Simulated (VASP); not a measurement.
# Be2Ag (P1) in VASP: density of states with LDA

Aim: the density of states of Be2Ag with LDA.

Program: VASP 6.6.1. These are calculated values, not measurements. Logs are shortened: lines on timing, memory, paths and dates and some standing lists are left out, and cuts for length are marked.

## 1. The crystal as given

The typed cell holds 6 atoms: a = 4.437 Å, b = 4.453 Å, c = 4.520 Å, α = 61.75°, β = 61.43°, γ = 60.19°.

The cell was built by a generator and needn't be a form met in nature.

## 2. Density of states, LDA

Input file POSCAR:

```
Be2Ag
1.0
   -0.0218578800      3.1197820900      3.1554456700
    3.1254439300     -0.0376532000      3.1712410000
    3.1903706300      3.2005051100     -0.1025809000
Ag Be
2 4
Direct
    0.0128200000      0.9986000000      0.9975160000
    0.2569660000      0.2385700000      0.2463550000
    0.6217680000      0.6334420000      0.6187000000
    0.1338860000      0.6218070000      0.6146960000
    0.6264650000      0.6223070000      0.1258160000
    0.6315510000      0.1222790000      0.6152990000
```

Input file INCAR.step1:

```
SYSTEM = Be2Ag
PREC = Accurate
ENCUT = 520
EDIFF = 1E-6
ISMEAR = 0
SIGMA = 0.2394
LREAL = .False.
LASPH = .True.
NELM = 100
ALGO = Normal
ISIF = 2
LWAVE = .False.
LCHARG = .True.
LMAXMIX = 4
GGA = CA
NBANDS = 24
```

Input file KPOINTS.step1:

```
Automatic mesh
0
Gamma
  5 5 5
  0 0 0
```

Input file INCAR.step2:

```
SYSTEM = Be2Ag
PREC = Accurate
ENCUT = 520
EDIFF = 1E-6
ISMEAR = -5
SIGMA = 0.2394
LREAL = .False.
LASPH = .True.
NELM = 100
ALGO = Normal
ISIF = 2
LWAVE = .False.
LCHARG = .False.
LMAXMIX = 4
GGA = CA
LORBIT = 10
NEDOS = 1001
ICHARG = 11
```

Input file KPOINTS.step2:

```
Automatic mesh
0
Gamma
  8 8 8
  0 0 0
```

Potentials or basis: VASP PAW LDA potentials, release 64 (Ag, Be).

On the command line:

```bash
$ cat potpaw_LDA.64/Ag/POTCAR potpaw_LDA.64/Be/POTCAR > POTCAR
$ cp INCAR.step1 INCAR
$ cp KPOINTS.step1 KPOINTS
$ mpirun -np 1 vasp_std > vasp.out
$ cp INCAR.step2 INCAR
$ cp KPOINTS.step2 KPOINTS
$ mpirun -np 1 vasp_std > vasp.out
```

OUTCAR:

```text
SYSTEM = Be2Ag
   PREC = Accurate
   ENCUT = 520
   EDIFF = 1E-6
   ISMEAR = -5
   LREAL = .False.
   LASPH = .True.
   NELM = 100
   ISIF = 2
   GGA = CA
   LORBIT = 10
   ICHARG = 11

 ion  position               nearest neighbor table
   1  0.013  0.999  0.998-   5 2.57   3 2.59   5 2.61   6 2.63   6 2.64   4 2.64   4 2.65   2 2.65
                             4 2.66   5 2.66   6 2.67   3 2.71   3 2.71   2 2.76   2 2.79   2 2.84
   2  0.257  0.239  0.246-   5 2.57   3 2.59   6 2.61   5 2.62   4 2.62   4 2.63   6 2.63   5 2.64
                             1 2.65   6 2.68   3 2.68   4 2.70   3 2.73   1 2.76   1 2.79   1 2.84
   3  0.622  0.633  0.619-   6 2.19   4 2.20   4 2.24   5 2.24   6 2.26   5 2.28   2 2.59   1 2.59
                             2 2.68   1 2.71   1 2.71   2 2.73
   4  0.134  0.622  0.615-   3 2.20   6 2.22   6 2.24   3 2.24   5 2.25   5 2.33   2 2.62   2 2.63
                             1 2.64   1 2.65   1 2.66   2 2.70
   5  0.626  0.622  0.126-   3 2.24   4 2.25   6 2.28   3 2.28   6 2.33   4 2.33   2 2.57   1 2.57
                             1 2.61   2 2.62   2 2.64   1 2.66
   6  0.632  0.122  0.615-   3 2.19   4 2.22   4 2.24   3 2.26   5 2.28   5 2.33   2 2.61   1 2.63
                             2 2.63   1 2.64   1 2.67   2 2.68

  Warning from LATTYP: Got some problem with cell dimensions!
  Tried to take original basis but could not verify dimensions!
  LATTYP: Found a triclinic cell.
 ALAT       =     7.7009373088
 B/A-ratio  =     0.5789108414
 C/A-ratio  =     0.5869676902
 COS(alpha) =     0.0032726079
 COS(beta)  =     0.2774335853
 COS(gamma) =     0.8663822290

  Lattice vectors:

 A1 = (   3.1691596900,  -6.2772173800,  -3.1396503400)
 A2 = (   3.1473018100,  -3.1574352900,   0.0157953300)
 A3 = (  -3.1903706300,  -3.2005051100,   0.1025809000)

Analysis of symmetry for initial positions (statically):
=====================================================================
 Subroutine PRICEL returns:
 Original cell was already a primitive cell.

 Routine SETGRP: Setting up the symmetry group for a
 triclinic supercell.

 Subroutine GETGRP returns: Found  1 space group operations
 (whereof  1 operations were pure point group operations)
 out of a pool of  2 trial point group operations.

The static configuration has the point symmetry C_1 .

Analysis of symmetry for dynamics (positions and initial velocities):
=====================================================================
 Subroutine PRICEL returns:
 Original cell was already a primitive cell.

 Routine SETGRP: Setting up the symmetry group for a
 triclinic supercell.

 Subroutine GETGRP returns: Found  1 space group operations
 (whereof  1 operations were pure point group operations)
 out of a pool of  2 trial point group operations.

The dynamic configuration has the point symmetry C_1 .

 Subroutine INISYM returns: Found  1 space group operations
 (whereof  1 operations are pure point group operations),
 and found     1 'primitive' translations

----------------------------------------------------------------------------------------

                                     Primitive cell

  volume of cell :      64.7292

  direct lattice vectors                    reciprocal lattice vectors
    -0.021857880  3.119782090  3.155445670    -0.156740942  0.161257213  0.156392048
     3.125443930 -0.037653200  3.171241000     0.160963760 -0.155490940  0.154848547
     3.190370630  3.200505110 -0.102580900     0.154681329  0.153431376 -0.150625776

  length of vectors
     4.437381596  4.452705582  4.520201385     0.273916199  0.272148557  0.264869072

  position of ions in fractional coordinates (direct lattice)
     0.012820000  0.998600000  0.997516000
     0.256966000  0.238570000  0.246355000
     0.621768000  0.633442000  0.618700000
     0.133886000  0.621807000  0.614696000
     0.626465000  0.622307000  0.125816000
     0.631551000  0.122279000  0.615299000

  ion indices of the primitive-cell ions
   primitive index   ion index
                 1           1
                 2           2
                 3           3
                 4           4
                 5           5
                 6           6

----------------------------------------------------------------------------------------

 KPOINTS: Automatic mesh

Automatic generation of k-mesh.
 Grid dimensions read from file:
 generate k-points for:    8    8    8

 Generating k-lattice:

  Cartesian coordinates                     Fractional coordinates (reciprocal lattice)
    -0.019592618  0.020157152  0.019549006     0.125000000 -0.000000000  0.000000000
     0.020120470 -0.019436368  0.019356068    -0.000000000  0.125000000 -0.000000000
     0.019335166  0.019178922 -0.018828222    -0.000000000  0.000000000  0.125000000

  Length of vectors
     0.034239525  0.034018570  0.033108634

  Shift w.r.t. Gamma in fractional coordinates (k-lattice)
     0.000000000  0.000000000  0.000000000

 TETIRR: Found   1536 inequivalent tetrahedra from     3072

 Subroutine IBZKPT returns following result:
 ===========================================

 Found    260 irreducible k-points:

 Following reciprocal coordinates:
            Coordinates               Weight
  0.000000  0.000000  0.000000      1.000000
  0.125000 -0.000000 -0.000000      2.000000
  0.250000 -0.000000 -0.000000      2.000000
  0.375000 -0.000000 -0.000000      2.000000
  0.500000 -0.000000 -0.000000      1.000000
  0.000000  0.125000  0.000000      2.000000
[... 16 lines left out ...]
  0.125000  0.375000  0.000000      2.000000
  0.250000  0.375000  0.000000      2.000000
 [... further k-points ...]
   k-points           NKPTS =    260   k-points in BZ     NKDIM =    260   number of bands    NBANDS=     19
   number of dos      NEDOS =   1001   number of ions     NIONS =      6
   total plane-waves  NPLWV =  46656
   dimension x,y,z NGX =    36 NGY =   36 NGZ =   36
   dimension x,y,z NGXF=    72 NGYF=   72 NGZF=   72
   ions per type =               2   4
   NGX,Y,Z   is equivalent  to a cutoff of  13.49, 13.44, 13.24 a.u.
   NGXF,Y,Z  is equivalent  to a cutoff of  26.97, 26.88, 26.48 a.u.
 SYSTEM =  Be2Ag
   PREC   = accura    normal or accurate (medium, high low for compatibility)
   ISTART =      0    job   : 0-new  1-cont  2-samecut
   ICHARG =     11    charge: 1-file 2-atom 10-const
   ISPIN  =      1    spin polarized calculation?
   LNONCOLLINEAR =      F non collinear calculations
   LSORBIT =      F    spin-orbit coupling
   LASPH  =      T    aspherical Exc in radial PAW
   ENCUT  =  520.0 eV  38.22 Ry    6.18 a.u.   8.25  8.28  8.40*2*pi/ulx,y,z
   NELM   =    100;   NELMIN=  2; NELMDL=  0     # of ELM steps
   EDIFF  = 0.1E-05   stopping-criterion for ELM
   LREAL  =      F    real-space projection
[... 7 lines left out ...]
   TEBEG  =    0.0;   TEEND  =   0.0 temperature during run
   PSTRESS=    0.0 pullay stress
   NELECT =      30.0000    total number of electrons
   NUPDOWN=      -1.0000    fix difference up-down
   EMIN   =  10.00;   EMAX   =-10.00  energy-range for DOS
   EFERMI =   0.00;   METHOD = LEGACY
   ISMEAR =    -5;   SIGMA  =   0.24  broadening in eV -4-tet -1-fermi 0-gaus
   EFERMI_NEDOS =   21; number of points for ismear=-14 and -15
   IALGO  =     38    algorithm
   IMIX   =      4    mixing-type and parameters
     AMIX     =   0.40;   BMIX     =  1.00
     AMIX_MAG =   1.60;   BMIX_MAG =  1.00
  volume/ion in A,a.u.               =      10.79        72.80
  Fermi-wavevector in a.u.,A,eV,Ry     =   1.266918  2.394128 21.838463  1.605082
  Thomas-Fermi vector in A             =   2.400094
   LORBIT       =     10    0 simple, 1 ext, 2 COOP (PROOUT), +10 PAW based schemes
   GGA     = CA    functional components
   LHFCALC =     F    Hartree Fock is set to
   AEXX    =    0.0000 exact exchange contribution
   IVDW    =     0    specifies the selected vdW correction
   LEPSILON=     F    determine dielectric tensor
   LRPA    =     F    only Hartree local field effects (RPA)
 non-spin polarized calculation
 Fermi weights with tetrahedron method with Bloechl corrections
  energy-cutoff  :      520.00
  volume of cell :       64.73
 maximum number of plane-waves:      1763
 NGX is ok and might be reduce to    36

 number of electron      30.0000000 magnetization

 Free energy of the ion-electron system (eV)
  ---------------------------------------------------
  ext. energy  EPLUGINS =         0.00000000
  ---------------------------------------------------
  free energy    TOTEN  =       -24.40877203 eV

  energy without entropy =      -24.40877203  energy(sigma->0) =      -24.40877203

 E-fermi :   7.9827     XC(G=0): -11.7424

 val. band max:        8.1798166949   @ k =  -0.1250   0.2500   0.0000
 cond. band min:       7.8347611212   @ k =   0.1250   0.5000   0.3750
 fundamental gap:     -0.3450555737
 Fermi energy:         7.9827193257

 k-point     1 :       0.0000    0.0000    0.0000
  band No.  band energies     occupation
      1      -1.9579      2.00000
      2       1.2319      2.00000
      3       1.2356      2.00000
      4       1.6596      2.00000
      5       1.7257      2.00000
      6       1.8125      2.00000
[... 11 lines left out ...]
     18      11.4805      0.00000
     19      11.5284      0.00000

 k-point     2 :       0.1250   -0.0000   -0.0000
  band No.  band energies     occupation
      1      -1.7974      2.00000
      2       1.2278      2.00000
      3       1.2422      2.00000
      4       1.6544      2.00000
      5       1.7213      2.00000
      6       1.8347      2.00000
[... 476 lines left out ...]
 k-point    24 :       0.2500    0.3750    0.0000
  band No.  band energies     occupation
      1      -0.6416      2.00000
      2       0.7282      2.00000
      3       1.2698      2.00000
      4       1.6244      2.00000
      5       1.7243      2.00000
      6       1.8669      2.00000
[... 11 lines left out ...]
     18      12.5641      0.00000
     19      13.2273      0.00000

 [... further k-points ...]

------------------------ aborting loop because EDIFF is reached ----------------------------------------

  FORCE on cell =-STRESS in cart. coord.  units (eV):
  Direction    XX          YY          ZZ          XY          YZ          ZX
  --------------------------------------------------------------------------------------
  -------------------------------------------------------------------------------------
  Total       -2.1239916     -2.3183646     -3.0591599     -0.2448750      1.5783151      1.1693790
  in kB      -52.5730733    -57.3841956    -75.7203733     -6.0611507     39.0664785     28.9444863
  external PRESSURE =     -61.8925474 kB  Pullay stress =       0.0000000 kB

 VOLUME and BASIS-vectors are now :
 -----------------------------------------------------------------------------
  energy-cutoff  :      520.00
  volume of cell :       64.73
      direct lattice vectors                 reciprocal lattice vectors
    -0.021857880  3.119782090  3.155445670    -0.156740942  0.161257213  0.156392048
     3.125443930 -0.037653200  3.171241000     0.160963760 -0.155490940  0.154848547
     3.190370630  3.200505110 -0.102580900     0.154681329  0.153431376 -0.150625776

 POSITION                                       TOTAL-FORCE (eV/Angst)
 -----------------------------------------------------------------------------------
      6.30323      3.19495      3.10493        -0.338473     -0.380023     -0.266712
      1.52598      1.58116      1.54213         0.419207      0.169689      0.262441
      3.94008      3.89608      3.90729        -0.169805      0.185593     -0.082214
      3.90160      2.36162      2.33131         0.147692     -0.015797     -0.154912
      2.33269      2.33368      3.93736        -0.200152     -0.049392      0.164268
      2.33140      3.93496      2.31748         0.141532      0.089932      0.077128
 -----------------------------------------------------------------------------------
    total drift:                               -0.000441      0.002071      0.000579

  FREE ENERGIE OF THE ION-ELECTRON SYSTEM (eV)
  ---------------------------------------------------
  free  energy   TOTEN  =       -24.4087720302 eV

  energy  without entropy=      -24.4087720302  energy(sigma->0) =      -24.40877203

 total charge

# of ion       s       p       d       tot
------------------------------------------
    1        0.465   0.543   9.053  10.061
    2        0.466   0.545   9.052  10.064
    3        0.386   0.656   0.000   1.042
    4        0.382   0.654   0.000   1.036
    5        0.373   0.642   0.000   1.016
    6        0.380   0.652   0.000   1.032
--------------------------------------------------
tot          2.453   3.691  18.106  24.250
```

Run time: 2.3 min. Hardware: 1 thread of Intel Xeon Platinum 8488C (Sapphire Rapids), shared host; peak memory 0.4 GiB.

What came out:

```
Valence electrons inside the program's atomic spheres : Ag 10.06; Be 1.04, 1.02, 1.03
```

States per cell in windows of 0.5 eV (zero at the Fermi level; states under -8 eV left out):
```csv
from (eV),total,Ag1_d,Ag2_d,Be3_p,Be4_p,Be6_p,Be5_p
-8.0,0.91,0.13,0.13,0.01,0.01,0.01,0.01
-7.5,1.55,0.38,0.39,0.02,0.02,0.03,0.02
-7.0,3.14,1.03,1.05,0.04,0.04,0.05,0.05
-6.5,4.86,1.93,1.97,0.04,0.03,0.03,0.03
-6.0,3.46,1.35,1.33,0.03,0.03,0.03,0.03
-5.5,2.48,0.97,0.95,0.03,0.03,0.03,0.03
-5.0,3.10,1.36,1.33,0.02,0.02,0.02,0.02
-4.5,2.13,0.85,0.84,0.02,0.02,0.02,0.02
-4.0,0.95,0.22,0.23,0.03,0.03,0.03,0.03
-3.5,1.35,0.23,0.23,0.07,0.08,0.08,0.07
-3.0,1.20,0.17,0.16,0.08,0.07,0.07,0.07
-2.5,0.60,0.07,0.06,0.04,0.04,0.04,0.03
-2.0,0.65,0.07,0.07,0.04,0.04,0.04,0.04
-1.5,1.07,0.10,0.10,0.08,0.08,0.08,0.08
-1.0,0.82,0.07,0.07,0.06,0.06,0.06,0.06
-0.5,0.42,0.04,0.04,0.03,0.03,0.03,0.03
0.0,0.45,0.05,0.05,0.04,0.03,0.03,0.03
0.5,0.40,0.04,0.04,0.03,0.03,0.03,0.03
1.0,0.52,0.05,0.05,0.05,0.04,0.04,0.04
1.5,0.55,0.05,0.06,0.04,0.04,0.04,0.04
2.0,0.23,0.02,0.02,0.01,0.01,0.01,0.02
2.5,0.49,0.05,0.05,0.04,0.03,0.03,0.03
3.0,1.10,0.09,0.09,0.08,0.08,0.08,0.07
3.5,1.46,0.10,0.10,0.10,0.10,0.11,0.12
4.0,0.82,0.05,0.05,0.06,0.06,0.06,0.06
4.5,0.77,0.05,0.05,0.05,0.05,0.05,0.06
5.0,0.61,0.04,0.04,0.05,0.05,0.05,0.05
5.5,0.50,0.03,0.03,0.05,0.05,0.05,0.05
6.0,0.13,0.01,0.01,0.01,0.01,0.02,0.01
6.5,0.00,0.00,0.00,0.00,0.00,0.00,0.00
7.0,0.00,0.00,0.00,0.00,0.00,0.00,0.00
7.5,0.00,0.00,0.00,0.00,0.00,0.00,0.00
```

Caveat: tetrahedron occupations give inexact forces and stress in metals.
